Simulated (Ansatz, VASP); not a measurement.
# Cross-check of NbH between VASP and Ansatz

Wanted: the spread between two codes on one cell, functional and k mesh. The cell is taken from a series of runs on this material, whose earlier steps may have relaxed, scaled, displaced or heated it; both programs get it as it stands.

Program: Ansatz 0.2.0. Level of theory: plane waves, with VASP 6.6.1 beside it; zone-centre phonons at PBEsol. Results are calculated unless marked as measured.

## Step 1: Starting point

It takes space group I4/mmm (No. 139, tetragonal). The conventional cell has a = 3.166 Å, b = 3.166 Å, c = 3.930 Å, α = 90.00°, β = 90.00°, γ = 90.00°. Nb has 6 H at 1.97 to 2.24 Å nearest. Nearest to H lie 6 Nb at 1.97 to 2.24 Å. Farther neighbours are not listed.

## Step 2: VASP: zone-centre phonons, PBEsol

Second derivatives magnify differences that forces hide, and they need a tight electronic threshold.

Lines of VASP's logs that name or quote its potential files are left out, and so is its time.

INCAR reads:

```
SYSTEM = NbH
PREC = Accurate
ENCUT = 500
EDIFF = 1E-08
NELM = 120
ISMEAR = 1
SIGMA = 0.15
LREAL = .FALSE.
ALGO = Normal
GGA = PS
NBANDS = 13
LASPH = .TRUE.
LORBIT = 11
LWAVE = .FALSE.
LCHARG = .FALSE.
ISIF = 2
IBRION = 8
GGA_COMPAT = .FALSE.
KPAR = 2
```

POSCAR reads:

```
NbH
1.0
   -1.5831013608      1.5831013608      1.9651695099
    1.5831013608     -1.5831013608      1.9651695099
    1.5831013608      1.5831013608     -1.9651695099
Nb H
1 1
Direct
    0.0000000000      0.0000000000      0.0000000000
    0.5000000000      0.5000000000      0.0000000000
```

KPOINTS reads:

```
Automatic mesh
0
Gamma
16 16 16
0 0 0
```

PAW data sets: Nb_sv and H (PBE family, release 64).

Run with:

```sh
$ mpirun -np 2 vasp_std
```

Numbers of over 12 decimals in the logs are rounded to 6 here.

The log of the run:

```text
[banner, memory and clock lines left out]
running    2 mpi-ranks, on    1 nodes
 distrk:  each k-point on    1 cores,    2 groups
 distr:  one band on    1 cores,    1 groups

 POSCAR found type information on POSCAR NbH
 POSCAR found :  2 types and       2 ions
|                                                                             |
|               ----> ADVICE to this user running VASP <----                  |
|                                                                             |
|     You enforced a specific xc type in the INCAR file but a different       |
|     [... a line on the potential file left out ...]
|     I HOPE YOU KNOW WHAT YOU ARE DOING!                                     |
|                                                                             |

 LDA part: xc-table for (Slater+PW92), standard interpolation
 POSCAR, INCAR and KPOINTS ok, starting setup
 FFT: planning ... GRIDC
 FFT: planning ... GRID_SOFT
 FFT: planning ... GRID
 WAVECAR not read
 entering main loop
       N       E                     dE             d eps       ncg     rms          rms(c)
DAV:   1     0.115015657500E+03    0.11502E+03   -0.77431E+03  9098   0.108E+03
DAV:   2    -0.108784962225E+02   -0.12589E+03   -0.12029E+03 10094   0.377E+02
DAV:   3    -0.152610961939E+02   -0.43826E+01   -0.41856E+01 13024   0.617E+01
DAV:   4    -0.155265557799E+02   -0.26546E+00   -0.26445E+00 12025   0.142E+01
DAV:   5    -0.155357433992E+02   -0.91876E-02   -0.91840E-02 13398   0.224E+00    0.837E+00
DAV:   6    -0.147269492537E+02    0.80879E+00   -0.94549E-01 14531   0.121E+01    0.273E+00
DAV:   7    -0.146395888712E+02    0.87360E-01   -0.22138E-01 15331   0.526E+00    0.922E-01
DAV:   8    -0.146408700831E+02   -0.12812E-02   -0.15511E-02 10764   0.152E+00    0.919E-02
DAV:   9    -0.146409225277E+02   -0.52445E-04   -0.14027E-03 14914   0.345E-01    0.441E-02
DAV:  10    -0.146409306750E+02   -0.81472E-05   -0.21867E-05 10479   0.523E-02    0.252E-02
DAV:  11    -0.146409263641E+02    0.43109E-05   -0.10060E-05 11711   0.460E-02    0.438E-03
DAV:  12    -0.146409262172E+02    0.14687E-06   -0.73815E-07 12352   0.952E-03    0.188E-03
DAV:  13    -0.146409260789E+02    0.13834E-06   -0.41433E-08 12279   0.190E-03    0.554E-04
DAV:  14    -0.146409260679E+02    0.10956E-07   -0.11977E-09  5662   0.476E-04    0.197E-04
DAV:  15    -0.146409260583E+02    0.95974E-08   -0.66318E-10  5352   0.335E-04
   1 F= -.14640926E+02 E0= -.14640644E+02  d E =-.846278E-03
 Linear response reoptimize wavefunctions to high precision
DAV:   1    -0.146409260587E+02   -0.44565E-09   -0.17035E-10  5842   0.184E-04
DAV:   2    -0.146409260587E+02    0.00000E+00   -0.58514E-11  5162   0.910E-05
 Linear response DOF=           4
 Linear response progress:
  Degree of freedom:   1/  4
       N       E                     dE             d eps       ncg     rms          rms(c)
RMM:   1    -0.525892529162E+00   -0.52589E+00    0.55724E+00 17078   0.303E+01
RMM:   2    -0.438266392381E+00    0.87626E-01   -0.44430E-01 24073   0.530E+00    0.194E-01
RMM:   3    -0.438382429776E+00   -0.11604E-03   -0.30433E-02 31576   0.139E+00    0.110E-01
RMM:   4    -0.437950618347E+00    0.43181E-03   -0.76571E-03 40479   0.515E-01    0.319E-02
RMM:   5    -0.438266352566E+00   -0.31573E-03   -0.14493E-03 39640   0.211E-01    0.193E-02
RMM:   6    -0.438338910052E+00   -0.72557E-04   -0.53717E-04 39337   0.113E-01    0.566E-03
RMM:   7    -0.438234415686E+00    0.10449E-03   -0.19061E-04 40240   0.599E-02    0.496E-03
RMM:   8    -0.438247572653E+00   -0.13157E-04   -0.82673E-05 40351   0.326E-02    0.152E-03
RMM:   9    -0.438254171329E+00   -0.65987E-05   -0.33858E-05 41955   0.176E-02    0.965E-04
RMM:  10    -0.438273969891E+00   -0.19799E-04   -0.15431E-05 37024   0.115E-02    0.828E-04
RMM:  11    -0.438262099920E+00    0.11870E-04   -0.72644E-06 37120   0.688E-03    0.135E-04
RMM:  12    -0.438262438842E+00   -0.33892E-06   -0.37709E-06 41995   0.416E-03    0.165E-04
RMM:  13    -0.438257671122E+00    0.47677E-05   -0.20085E-06 36054   0.296E-03    0.449E-04
RMM:  14    -0.438264936947E+00   -0.72658E-05   -0.11947E-06 33233   0.227E-03    0.172E-04
[...]
RMM:  22    -0.438271917965E+00   -0.12809E-06   -0.30648E-08 34737   0.196E-04    0.367E-06
RMM:  23    -0.438271999811E+00   -0.81846E-07   -0.32598E-08 39503   0.159E-04    0.288E-06
RMM:  24    -0.438272018862E+00   -0.19051E-07   -0.17771E-08 39562   0.129E-04    0.314E-06
RMM:  25    -0.438272091387E+00   -0.72525E-07   -0.27043E-08 35714   0.112E-04    0.201E-06
RMM:  26    -0.438272147754E+00   -0.56367E-07   -0.16140E-08 37637   0.955E-05    0.128E-06
RMM:  27    -0.438272193729E+00   -0.45975E-07   -0.18679E-08 38848   0.825E-05    0.321E-07
RMM:  28    -0.438272215917E+00   -0.22188E-07   -0.12069E-08 36865   0.717E-05    0.474E-07
RMM:  29    -0.438272213485E+00    0.24317E-08   -0.49290E-09 30674   0.634E-05    0.601E-07
 first order change of Fermi-energy  -0.33927E-04
 force on displaced ion       1 direction 1 :  -0.231   0.000   0.000
 Linear response progress:
  Degree of freedom:   2/  4
       N       E                     dE             d eps       ncg     rms          rms(c)
RMM:   1    -0.531801984272E+00   -0.53180E+00    0.54542E+00  9870   0.303E+01
RMM:   2    -0.437225164552E+00    0.94577E-01   -0.43791E-01 13633   0.526E+00    0.207E-01
RMM:   3    -0.436938815990E+00    0.28635E-03   -0.29362E-02 17691   0.137E+00    0.118E-01
RMM:   4    -0.436661182291E+00    0.27763E-03   -0.78330E-03 21998   0.497E-01    0.361E-02
RMM:   5    -0.436967528746E+00   -0.30635E-03   -0.10175E-03 21248   0.190E-01    0.196E-02
RMM:   6    -0.436964826764E+00    0.27020E-05   -0.36349E-04 22001   0.956E-02    0.622E-03
RMM:   7    -0.436865127245E+00    0.99700E-04   -0.11704E-04 22431   0.473E-02    0.333E-03
RMM:   8    -0.436874545077E+00   -0.94178E-05   -0.52682E-05 21889   0.255E-02    0.103E-03
RMM:   9    -0.436881575723E+00   -0.70306E-05   -0.23760E-05 22139   0.142E-02    0.534E-04
RMM:  10    -0.436882195694E+00   -0.61997E-06   -0.12324E-05 22504   0.792E-03    0.362E-04
RMM:  11    -0.436882954459E+00   -0.75877E-06   -0.67337E-06 22391   0.473E-03    0.137E-04
RMM:  12    -0.436884932154E+00   -0.19777E-05   -0.38875E-06 22565   0.311E-03    0.870E-05
RMM:  13    -0.436886315088E+00   -0.13829E-05   -0.23241E-06 21956   0.209E-03    0.234E-04
RMM:  14    -0.436889711612E+00   -0.33965E-05   -0.13820E-06 18358   0.179E-03    0.890E-05
[...]
RMM:  19    -0.436889095519E+00   -0.12614E-06   -0.11912E-07 22472   0.391E-04    0.167E-06
RMM:  20    -0.436889164073E+00   -0.68554E-07   -0.12874E-07 23336   0.309E-04    0.259E-06
RMM:  21    -0.436889329417E+00   -0.16534E-06   -0.37648E-08 20169   0.255E-04    0.580E-07
RMM:  22    -0.436889436152E+00   -0.10674E-06   -0.50979E-08 21041   0.208E-04    0.132E-06
RMM:  23    -0.436889454177E+00   -0.18025E-07   -0.11508E-08 21326   0.169E-04    0.147E-06
RMM:  24    -0.436889469263E+00   -0.15086E-07   -0.28000E-08 19866   0.140E-04    0.283E-06
RMM:  25    -0.436889340158E+00    0.12910E-06   -0.79509E-09 21795   0.125E-04    0.914E-06
RMM:  26    -0.436889342848E+00   -0.26900E-08   -0.14759E-08 18059   0.102E-04    0.104E-05
 first order change of Fermi-energy   0.56763E-04
 force on displaced ion       1 direction 3 :  -0.000  -0.000  -9.466
 Linear response progress:
  Degree of freedom:   3/  4
       N       E                     dE             d eps       ncg     rms          rms(c)
RMM:   1    -0.156697250304E-01   -0.15670E-01   -0.18457E-03 36581   0.606E-01
RMM:   2    -0.146687632093E-01    0.10010E-02   -0.75471E-04 26414   0.183E-01    0.652E-02
RMM:   3    -0.149347747054E-01   -0.26601E-03   -0.21621E-04 30236   0.690E-02    0.366E-02
RMM:   4    -0.153612832061E-01   -0.42651E-03   -0.60997E-05 29633   0.445E-02    0.380E-03
RMM:   5    -0.154081728485E-01   -0.46890E-04   -0.10287E-05 33965   0.156E-02    0.121E-03
RMM:   6    -0.154005689498E-01    0.76039E-05   -0.13924E-06 34483   0.488E-03    0.459E-04
RMM:   7    -0.154020855391E-01   -0.15166E-05   -0.22648E-07 35014   0.203E-03    0.151E-04
RMM:   8    -0.154017068326E-01    0.37871E-06   -0.41402E-08 37400   0.832E-04    0.534E-05
RMM:   9    -0.154015169848E-01    0.18985E-06   -0.82313E-09 38662   0.321E-04    0.112E-05
RMM:  10    -0.154014414468E-01    0.75538E-07   -0.21176E-09 38793   0.134E-04    0.501E-06
RMM:  11    -0.154014313385E-01    0.10108E-07   -0.76784E-10 38849   0.619E-05    0.318E-06
RMM:  12    -0.154014282570E-01    0.30815E-08   -0.48603E-10 37956   0.315E-05    0.166E-06
 first order change of Fermi-energy  -0.59650E-04
 force on displaced ion       2 direction 1 :  -0.235  -0.000   0.000
 Linear response progress:
  Degree of freedom:   4/  4
       N       E                     dE             d eps       ncg     rms          rms(c)
RMM:   1    -0.156032463825E-01   -0.15603E-01   -0.39580E-04 21505   0.709E-01
RMM:   2    -0.157721832467E-01   -0.16894E-03   -0.62909E-04 15847   0.170E-01    0.959E-02
RMM:   3    -0.160798764469E-01   -0.30769E-03   -0.23489E-04 17370   0.856E-02    0.531E-02
RMM:   4    -0.167088063893E-01   -0.62893E-03   -0.13997E-04 15521   0.724E-02    0.555E-03
RMM:   5    -0.167514155719E-01   -0.42609E-04   -0.17608E-05 18418   0.273E-02    0.193E-03
RMM:   6    -0.167526482134E-01   -0.12326E-05   -0.27091E-06 19748   0.789E-03    0.749E-04
RMM:   7    -0.167553638778E-01   -0.27157E-05   -0.42681E-07 20596   0.299E-03    0.121E-04
RMM:   8    -0.167561855930E-01   -0.82172E-06   -0.88029E-08 21004   0.120E-03    0.716E-05
RMM:   9    -0.167553309728E-01    0.85462E-06   -0.18453E-08 20833   0.521E-04    0.348E-05
RMM:  10    -0.167557695490E-01   -0.43858E-06   -0.45166E-09 20800   0.237E-04    0.128E-05
RMM:  11    -0.167557497142E-01    0.19835E-07   -0.11391E-09 21502   0.105E-04    0.869E-06
RMM:  12    -0.167557295175E-01    0.20197E-07   -0.33316E-10 21042   0.502E-05    0.179E-06
RMM:  13    -0.167557270060E-01    0.25115E-08   -0.12795E-10 21149   0.245E-05    0.301E-06
 first order change of Fermi-energy   0.15283E-03
 force on displaced ion       2 direction 3 :  -0.000  -0.000  -9.466
 Linear response finished
```

Parts of OUTCAR (step 2):

```text
ion  position               nearest neighbor table
   1  0.000  0.000  0.000-   2 1.97   2 1.97
   2  0.500  0.500  0.000-   1 1.97   1 1.97

  LATTYP: Found a body centered tetragonal cell.
 ALAT       =     3.1662027216
 C/A-ratio  =     1.2413415581

 Subroutine GETGRP returns: Found 16 space group operations
 (whereof 16 operations were pure point group operations)

The static configuration has the point symmetry D_4h.

 Found    349 irreducible k-points:

   k-points           NKPTS =    349   k-points in BZ     NKDIM =    349   number of bands    NBANDS=     13

   dimension x,y,z NGX =    24 NGY =   24 NGZ =   24
   dimension x,y,z NGXF=    48 NGYF=   48 NGZF=   48

   ENCUT  =  500.0 eV  36.75 Ry    6.06 a.u.   5.43  5.43  5.43*2*pi/ulx,y,z

   NELECT =      14.0000    total number of electrons

 k-points in reciprocal lattice and weights: Automatic mesh
   0.00000000  0.00000000  0.00000000       0.000
   0.06250000  0.00000000  0.00000000       0.002
   0.12500000  0.00000000  0.00000000       0.002
   0.18750000  0.00000000 -0.00000000       0.002
   0.25000000  0.00000000  0.00000000       0.002
   0.31250000  0.00000000 -0.00000000       0.002
   0.37500000  0.00000000 -0.00000000       0.002
   0.43750000  0.00000000  0.00000000       0.002
   0.50000000  0.00000000  0.00000000       0.001
[...]
-0.43750000 -0.43750000  0.43750000       0.000
   0.50000000  0.50000000  0.50000000       0.000

 average (electrostatic) potential at core
       1 -77.0025       2 -26.0398

  Total       -0.0697623     -0.0697623     -0.0709597      0.0000000     -0.0000000     -0.0000000
  in kB       -5.6735371     -5.6735371     -5.7709179      0.0000000     -0.0000000     -0.0000000
  external PRESSURE =      -5.7059974 kB  Pullay stress =       0.0000000 kB

  energy-cutoff  :      500.00
  volume of cell :       19.70
      direct lattice vectors                 reciprocal lattice vectors
    -1.583101361  1.583101361  1.965169510     0.000000000  0.315835746  0.254430978
     1.583101361 -1.583101361  1.965169510     0.315835746  0.000000000  0.254430978
     1.583101361  1.583101361 -1.965169510     0.315835746  0.315835746  0.000000000

 POSITION                                       TOTAL-FORCE (eV/Angst)
 -----------------------------------------------------------------------------------
      0.00000      0.00000      0.00000         0.000000      0.000000      0.000000
      0.00000      0.00000      1.96517         0.000000      0.000000     -0.000000
 -----------------------------------------------------------------------------------
    total drift:                               -0.000000      0.000000     -0.000000

 Eigenvectors and eigenvalues of the dynamical matrix
 ----------------------------------------------------

   1 f  =   48.356749 THz   303.834414 2PiTHz 1613.007518 cm-1   199.987354 meV
             X         Y         Z           dx          dy          dz
      0.000000  0.000000  0.000000     0.000000    0.000000   -0.103190
      0.000000  0.000000  1.965170     0.000000    0.000000    0.994662

   2 f  =    7.622742 THz    47.895102 2PiTHz  254.267312 cm-1    31.525115 meV
             X         Y         Z           dx          dy          dz
      0.000000  0.000000  0.000000    -0.102225    0.000000    0.000000
      0.000000  0.000000  1.965170     0.994761    0.000000    0.000000

   3 f  =    7.622742 THz    47.895102 2PiTHz  254.267312 cm-1    31.525115 meV
             X         Y         Z           dx          dy          dz
      0.000000  0.000000  0.000000     0.000000    0.102225    0.000000
      0.000000  0.000000  1.965170     0.000000   -0.994761    0.000000

   4 f/i=    0.000094 THz     0.000588 2PiTHz    0.003120 cm-1     0.000387 meV
             X         Y         Z           dx          dy          dz
      0.000000  0.000000  0.000000     0.000000   -0.000000    0.994662
      0.000000  0.000000  1.965170     0.000000    0.000000    0.103190

   5 f/i=    0.007409 THz     0.046551 2PiTHz    0.247134 cm-1     0.030641 meV
             X         Y         Z           dx          dy          dz
      0.000000  0.000000  0.000000     0.000000   -0.994761   -0.000000
      0.000000  0.000000  1.965170     0.000000   -0.102225    0.000000

   6 f/i=    0.007409 THz     0.046551 2PiTHz    0.247134 cm-1     0.030641 meV
             X         Y         Z           dx          dy          dz
      0.000000  0.000000  0.000000     0.994761    0.000000    0.000000
      0.000000  0.000000  1.965170     0.102225    0.000000    0.000000

 ELASTIC MODULI CONTR FROM IONIC RELAXATION (kBar)
 Direction    XX          YY          ZZ          XY          YZ          ZX
 --------------------------------------------------------------------------------
 XX           0.0000      0.0000      0.0000      0.0000      0.0000      0.0000
 YY           0.0000      0.0000      0.0000      0.0000      0.0000      0.0000
 ZZ           0.0000      0.0000      0.0000      0.0000      0.0000      0.0000
 XY           0.0000      0.0000      0.0000      0.0000      0.0000      0.0000
 YZ           0.0000      0.0000      0.0000      0.0000      0.0000      0.0000
 ZX           0.0000      0.0000      0.0000      0.0000      0.0000      0.0000
 --------------------------------------------------------------------------------
```

(Continued in part 2 of 2.)

[Lines on the potential files, build, host, timing and source positions are cut from VASP's logs without a mark.]

[Logs are printed without paths, hosts, clocks, repeated set-up lines and the standing remarks that a program may print on its own settings, such as how far it seeks lower states.]

[Hosts, paths, dates, database ids (printed as entryN), source tags and the programs' standing remarks are cut or masked in the printed files.]
